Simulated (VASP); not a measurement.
Runs of VASP 6.6.1 on AlN. It takes space group P6_3mc (No. 186, hexagonal). The conventional cell has a = 3.129 Å, b = 3.129 Å, c = 5.016 Å, α = 90.00°, β = 90.00°, γ = 120.00°. Al (site symmetry 3m) is surrounded by 4 N at 1.90 to 1.91 Å. N (site symmetry 3m) has 4 Al at 1.90 to 1.91 Å as nearest neighbours. 

| task | cell | gap on the mesh (eV) | pressure (GPa) |
| --- | --- | --- | --- |
| relaxation of shape and atoms at fixed volume | relaxed at fixed volume from: a relaxed cell with its volume scaled by 0.91 | 4.85 | 21.9 |
| relaxation of cell and atoms | relaxed | 4.06 | 0.0 |
| relaxation of shape and atoms at fixed volume | relaxed at fixed volume from: a relaxed cell with its volume scaled by 0.94 | 4.57 | 13.5 |
| relaxation of shape and atoms at fixed volume | relaxed at fixed volume from: a relaxed cell with its volume scaled by 1.09 | (b) | -14.1 |
| relaxation of shape and atoms at fixed volume | relaxed at fixed volume from: a relaxed cell with its volume scaled by 1.06 | (a) | -10.1 |
| relaxation of shape and atoms at fixed volume | relaxed at fixed volume | 4.06 | 0.0 |
| relaxation of shape and atoms at fixed volume | relaxed at fixed volume from: a relaxed cell with its volume scaled by 0.97 | 4.31 | 6.3 |

Alike in all rows: level PBE; potentials or basis VASP PAW PBE potentials, release 64 (Al, N); no spin polarisation; k mesh 9 × 9 × 4; cutoff (eV) 520; smearing gaussian 0.02 eV.

Estimate the missing entries.

(a) 3.57; (b) 3.35.

Caveats: an odd mesh through Γ misses points on the zone boundary, where band edges often lie (some runs); the relaxation stopped at its first step, so nothing moved (some runs).
